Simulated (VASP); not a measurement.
Method: PBE GGA, VASP's PBE PAW potentials (set 64) (plane waves; VASP).

VASP input:

KPOINTS:
```
Automatic mesh
0
Gamma
9 9 9
0 0 0
```

INCAR:
```
ALGO = Normal
EDIFF = 1E-6
EDIFFG = -0.01
ENCUT = 520
GGA = PE
IBRION = 2
ISIF = 3
ISMEAR = 1
LASPH = .TRUE.
LCHARG = .FALSE.
LMAXMIX = 6
LREAL = .FALSE.
LWAVE = .FALSE.
NELM = 100
NSW = 60
PREC = Accurate
SIGMA = 0.1
SYSTEM = LaC
```

**POSCAR**
```
LaC
1
    0.0000000000     3.2678030000     3.2678030000
    3.2678030000     0.0000000000     3.2678030000
    3.2678030000     3.2678030000     0.0000000000
La C
1 1
Direct
  0.0000000000   0.0000000000   0.0000000000
  0.2500000000   0.2500000000   0.2500000000
```

POTCAR, in this order: La C (PBE.64 set). Program: vasp_std.

The resulting files:

File OSZICAR:
```
       N       E                     dE             d eps       ncg     rms          rms(c)
DAV:   1     0.146647892628E+03    0.14665E+03   -0.51814E+03   770   0.153E+03
DAV:   2     0.297365293809E+01   -0.14367E+03   -0.14074E+03  1194   0.237E+02
DAV:   3    -0.129014725973E+02   -0.15875E+02   -0.15696E+02  1210   0.115E+02
DAV:   4    -0.135623147432E+02   -0.66084E+00   -0.63869E+00  1236   0.208E+01
DAV:   5    -0.136229916175E+02   -0.60677E-01   -0.60519E-01  1316   0.712E+00    0.626E+00
DAV:   6    -0.120558125097E+02    0.15672E+01   -0.18742E+01  1276   0.196E+01    0.346E+00
DAV:   7    -0.119232365409E+02    0.13258E+00   -0.18644E+00  1540   0.106E+01    0.138E+00
DAV:   8    -0.119266672948E+02   -0.34308E-02   -0.11708E-01  1540   0.336E+00    0.499E-01
DAV:   9    -0.119266272639E+02    0.40031E-04   -0.56239E-02  1540   0.176E+00    0.184E-01
DAV:  10    -0.119262334728E+02    0.39379E-03   -0.45217E-03  1267   0.380E-01    0.779E-02
DAV:  11    -0.119264803315E+02   -0.24686E-03   -0.79920E-04  1257   0.202E-01    0.265E-02
DAV:  12    -0.119264952677E+02   -0.14936E-04   -0.54849E-05  1166   0.607E-02    0.102E-02
DAV:  13    -0.119264988132E+02   -0.35455E-05   -0.49160E-05  1537   0.468E-02    0.588E-03
DAV:  14    -0.119264985670E+02    0.24613E-06   -0.10348E-05  1516   0.223E-02    0.149E-03
DAV:  15    -0.119264985198E+02    0.47252E-07   -0.36529E-07   700   0.451E-03
   1 F= -.11926499E+02 E0= -.11927775E+02  d E =-.119265E+02
       N       E                     dE             d eps       ncg     rms          rms(c)
DAV:   1    -0.258270181144E+02   -0.13901E+02   -0.44535E+02   872   0.296E+02    0.184E+01
DAV:   2    -0.158545706463E+02    0.99724E+01   -0.27290E+01  1204   0.982E+01    0.900E+00
DAV:   3    -0.128762444331E+02    0.29783E+01   -0.15549E+01  1255   0.421E+01    0.210E+00
DAV:   4    -0.129842635966E+02   -0.10802E+00   -0.15607E+00  1294   0.217E+01    0.102E+00
DAV:   5    -0.130137704245E+02   -0.29507E-01   -0.11978E-01  1308   0.267E+00    0.613E-01
DAV:   6    -0.130352080571E+02   -0.21438E-01   -0.77600E-02  1529   0.232E+00    0.446E-01
DAV:   7    -0.130410728066E+02   -0.58647E-02   -0.27522E-02  1334   0.255E+00    0.293E-01
DAV:   8    -0.130399718683E+02    0.11009E-02   -0.99368E-03  1291   0.115E+00    0.433E-02
DAV:   9    -0.130400555918E+02   -0.83723E-04   -0.41000E-04  1340   0.194E-01    0.151E-02
DAV:  10    -0.130400657563E+02   -0.10165E-04   -0.47323E-05  1382   0.996E-02    0.771E-03
DAV:  11    -0.130400641328E+02    0.16235E-05   -0.59622E-06  1238   0.404E-02    0.208E-03
DAV:  12    -0.130400638611E+02    0.27168E-06   -0.45499E-07   691   0.841E-03
   2 F= -.13040064E+02 E0= -.13039771E+02  d E =-.111357E+01
       N       E                     dE             d eps       ncg     rms          rms(c)
DAV:   1    -0.132171095398E+02   -0.17705E+00   -0.49359E+00   935   0.269E+01    0.206E+00
DAV:   2    -0.130964283810E+02    0.12068E+00   -0.50635E-01  1316   0.135E+01    0.921E-01
DAV:   3    -0.130637932956E+02    0.32635E-01   -0.13926E-01  1297   0.468E+00    0.178E-01
DAV:   4    -0.130636802271E+02    0.11307E-03   -0.64911E-03  1248   0.650E-01    0.104E-01
DAV:   5    -0.130636941395E+02   -0.13912E-04   -0.10140E-03  1496   0.263E-01    0.724E-02
DAV:   6    -0.130638002140E+02   -0.10607E-03   -0.84754E-04  1351   0.485E-01    0.353E-02
DAV:   7    -0.130637646870E+02    0.35527E-04   -0.22756E-04  1275   0.181E-01    0.114E-02
DAV:   8    -0.130637623612E+02    0.23258E-05   -0.23343E-05  1118   0.382E-02    0.181E-03
DAV:   9    -0.130637623831E+02   -0.21974E-07   -0.16236E-06   851   0.158E-02
   3 F= -.13063762E+02 E0= -.13063466E+02  d E =-.113726E+01
```

**OUTCAR**
```
------------------------ aborting loop because EDIFF is reached ----------------------------------------
  FORCE on cell =-STRESS in cart. coord.  units (eV):
  Direction    XX          YY          ZZ          XY          YZ          ZX
  --------------------------------------------------------------------------------------
  Total       -0.0121668     -0.0121668     -0.0121668      0.0000000     -0.0000000     -0.0000000
  in kB       -0.4052690     -0.4052690     -0.4052690      0.0000000     -0.0000000     -0.0000000
  external PRESSURE =      -0.4052690 kB  Pullay stress =       0.0000000 kB
  volume of cell :       48.10
      direct lattice vectors                 reciprocal lattice vectors
     0.000000000  2.886496228  2.886496228    -0.173220389  0.173220389  0.173220389
     2.886496228 -0.000000000  2.886496228     0.173220389 -0.173220389  0.173220389
     2.886496228  2.886496228  0.000000000     0.173220389  0.173220389 -0.173220389
 POSITION                                       TOTAL-FORCE (eV/Angst)
 -----------------------------------------------------------------------------------
      0.00000     -0.00000      0.00000         0.000000     -0.000000     -0.000000
      1.44325      1.44325      1.44325        -0.000000      0.000000      0.000000
 -----------------------------------------------------------------------------------
    total drift:                               -0.000000     -0.000000     -0.000000
  FREE ENERGIE OF THE ION-ELECTRON SYSTEM (eV)
  ---------------------------------------------------
  free  energy   TOTEN  =       -13.0637623831 eV

  energy  without entropy=      -13.0628725443  energy(sigma->0) =      -13.06346577

 reached required accuracy - stopping structural energy minimisation
```
(Selected blocks of OUTCAR.)

CONTCAR:
```
LaC
   1.00000000000000
     0.0000000000000000    2.8864962281998729    2.8864962281998729
     2.8864962281998729   -0.0000000000000000    2.8864962281998729
     2.8864962281998729    2.8864962281998729    0.0000000000000000
  La              C
     1     1
Direct
     0.0000000000000000    0.0000000000000000    0.0000000000000000
     0.2500000000000000    0.2500000000000000    0.2500000000000000
```

Energy and stress use the plane-wave basis of the starting cell.

The structure was generated: LaC was put into the zinc blende type (F-43m), which need not be its known phase. This run relaxes it. Symmetry was kept, so distortions that lower it aren't found. The electron count is odd and the run is not spin-polarised, which forces a metal.
